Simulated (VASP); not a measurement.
Consider the following.

```
CELL_PARAMETERS angstrom
     11.56740     0.00000     0.00000
      0.00000    11.56740     0.00000
      0.00000     0.00000    11.56740
ATOMIC_POSITIONS crystal
  Ge 0.49994 0.00112 0.00126
  Ge 0.62269 0.13093 0.13097
  Ge 0.74827 0.25180 0.00289
  Ge 0.86911 0.37744 0.13094
  Ge 0.74830 0.00289 0.25193
  Ge 0.86901 0.13113 0.37754
  Ge 0.00002 0.00010 0.00002
  Ge 0.12214 0.12646 0.12644
  Ge 0.24996 0.24770 0.00075
  Ge 0.37575 0.37558 0.12568
  Ge 0.50048 0.49981 0.00025
  Ge 0.62468 0.62450 0.12575
  Ge 0.75252 0.75015 0.00069
  Ge 0.87377 0.87794 0.12640
  Ge 0.24984 0.00064 0.24773
  Ge 0.37574 0.12580 0.37530
  Ge 0.50324 0.26177 0.26150
  Ge 0.73831 0.49685 0.26152
  Ge 0.87428 0.62438 0.37525
  Ge 0.50049 0.00046 0.49962
  Ge 0.62462 0.12584 0.62451
  Ge 0.73840 0.26188 0.49708
  Ge 0.87443 0.37557 0.62445
  Ge 0.75242 0.00066 0.75009
  Ge 0.87369 0.12645 0.87773
  Ge 0.99895 0.50018 0.00128
  Ge 0.12435 0.62625 0.12375
  Ge 0.25059 0.74944 0.99777
  Ge 0.37377 0.87575 0.12368
  Ge 0.99717 0.25188 0.25195
  Ge 0.12494 0.37538 0.37536
  Ge 0.24836 0.49983 0.24741
  Ge 0.37574 0.62432 0.36777
  Ge 0.50022 0.75174 0.24743
  Ge 0.62473 0.87519 0.37538
  Ge 0.99880 0.00120 0.50030
  Ge 0.12433 0.12361 0.62630
  Ge 0.24834 0.24723 0.49974
  Ge 0.37562 0.36763 0.62433
  Ge 0.63251 0.62432 0.62437
  Ge 0.75284 0.75169 0.49974
  Ge 0.87636 0.87573 0.62629
  Ge 0.25055 0.99778 0.74965
  Ge 0.37381 0.12358 0.87597
  Ge 0.50013 0.24731 0.75186
  Ge 0.62474 0.37533 0.87517
  Ge 0.75290 0.49986 0.75187
  Ge 0.87654 0.62627 0.87595
  Ge 0.99955 0.75020 0.24775
  Ge 0.12493 0.87513 0.37463
  Ge 0.99977 0.49976 0.49953
  Ge 0.12582 0.62387 0.62380
  Ge 0.25249 0.74776 0.49975
  Ge 0.37646 0.87430 0.62387
  Ge 0.99950 0.24768 0.75013
  Ge 0.12496 0.37439 0.87518
  Ge 0.25225 0.49968 0.74774
  Ge 0.37632 0.62383 0.87409
  Ge 0.50065 0.74782 0.74778
  Ge 0.62585 0.87515 0.87521
  Ge 0.00230 0.74961 0.74964
  Ge 0.12477 0.87530 0.87538
  Sn 0.52896 0.47108 0.47122
```
Cell charge -1.

These are PBE GGA, VASP's PBE PAW potentials (set 64) (plane waves; VASP) values and carry that method's errors. Numerical set-up: PREC = Normal, LREAL = Auto, ISYM = 0, NELECT = 253.0, 400 eV cut-off, 1×1×1 Γ-centred mesh, Gaussian smearing of 0.050 eV, potentials Ge Sn. Starting moments (MAGMOM): 63*0.0476. The cell's moment is fixed (NUPDOWN = 3).

The cell is charged, with a uniform compensating background.  The supercell is sampled at Γ alone, which is coarse: total energies, pressure and levels can be off, energies of defects by several tenths of an eV.

What does the run give for the cell moment, energy per atom (σ→0), pressure?

| Quantity | Result |
|---|---|
| cell moment | 3.00 μB |
| energy per atom (σ→0) | -4288 meV/atom |
| pressure | 17.4 kbar |

Only differences to runs with the same potentials and settings are physical.

The cell is a supercell with a defect, built from Ge (diamond): Sn_Ge-vac_Ge, charge -1.
